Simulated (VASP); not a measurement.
Level of theory: PBE GGA, VASP's PBE PAW potentials (set 64) (plane waves; VASP 6.6.1).

A VASP calculation is set up with these files.

File POSCAR:
```
ZrS2
1
    1.8300000000    -3.1696530000     0.0000000000
    1.8300000000     3.1696530000     0.0000000000
    0.0000000000     0.0000000000     5.8200000000
Zr S
1 2
Direct
  0.0000000000   0.0000000000   0.0000000000
  0.3333330000   0.6666670000   0.2500000000
  0.6666670000   0.3333330000   0.7500000000
```

**INCAR**
```
GGA = PE   ! PBE
EDIFF = 1E-6
KGAMMA = T
ISIF = 2   ! forces and stress, cell fixed
SIGMA = 0.05   ! width (eV)
SYSTEM = ZrS2
LMAXMIX = 4   ! l cut-off of mixed one-centre charges
ALGO = Normal   ! blocked Davidson
LREAL = F
LASPH = T
KSPACING = 0.2
ISMEAR = 0   ! Gaussian
LWAVE = F
PREC = Accurate
ENCUT = 400   ! plane-wave cut-off (eV)
NELM = 100   ! most electronic steps
LCHARG = F
```

POTCAR, in this order: Zr_sv S (PBE.64 set). Program: vasp_std.

Q: What will the output report for the number of irreducible k-points (NKPTS), number of bands (NBANDS), largest plane-wave count, number of space-group operations, FFT grid (NGX, NGY, NGZ)?

A: 
```json
{
  "number of irreducible k-points (NKPTS)": "72",
  "number of bands (NBANDS)": "16",
  "largest_plane_wave_count": "1250",
  "number_of_space_group_operations": "12",
  "FFT grid (NGX, NGY, NGZ)": "24 × 24 × 40"
}
```

The compound is ZrS2 in the 1T layered structure. The cell was not relaxed at this level. The run is one of a series of settings (KGAMMA = .TRUE., KSPACING = 0.2, KPOINTS file removed against the base run), some of them coarse on purpose.
